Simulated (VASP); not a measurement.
```xyz
3
Lattice="0.0000 2.6271 2.6271 2.6271 0.0000 2.6271 2.6271 2.6271 0.0000" Properties=species:S:1:pos:R:3 pbc="T T T"
Si     1.3135     1.3135     1.3135
Si     3.9406     3.9406     3.9406
Ni     0.0000     0.0000     0.0000
```

Method: PBE GGA, VASP's PBE PAW potentials (set 64) (plane waves; VASP). Settings: 500 eV cut-off, 10×10×10 Γ-centred mesh, first-order Methfessel-Paxton smearing of 0.10 eV, potentials Si Ni.

Energy and stress use the plane-wave basis of the starting cell.

**Question.** The ions, cell shape and volume at an external pressure of 30.0 GPa are relaxed. Give the cell that the relaxation ends in.

**Answer.** 
```xyz
3
Lattice="0.0000 2.5911 2.5911 2.5911 0.0000 2.5911 2.5911 2.5911 0.0000" Properties=species:S:1:pos:R:3 pbc="T T T"
Si     1.2955     1.2955     1.2955
Si     3.8866     3.8866     3.8866
Ni     0.0000     2.5911     2.5911
```
Space group Fm-3m (225), at a tolerance of 0.03 Å.

**Question.** How do energy and volume change from the first to the last step?

**Answer.** The energy (σ→0) changes by +75.2 meV/atom and the volume by -4.1 %, in 4 ionic steps.

```tsv
step	E(σ→0) (eV)	max force (eV/Å)	pressure (GPa)	volume (Å³)
1	-17.1355	0.000	19.79	36.26
2	-16.2891	0.000	53.36	32.37
3	-16.9179	0.000	29.63	34.83
4	-16.9100	0.000	30.04	34.79
```

The compound is NiSi2 in the fluorite structure. This run relaxes it under an external pressure of 30 GPa. Symmetry was kept, so distortions that lower it aren't found. The run is not spin-polarised, so no magnetic state was tried.
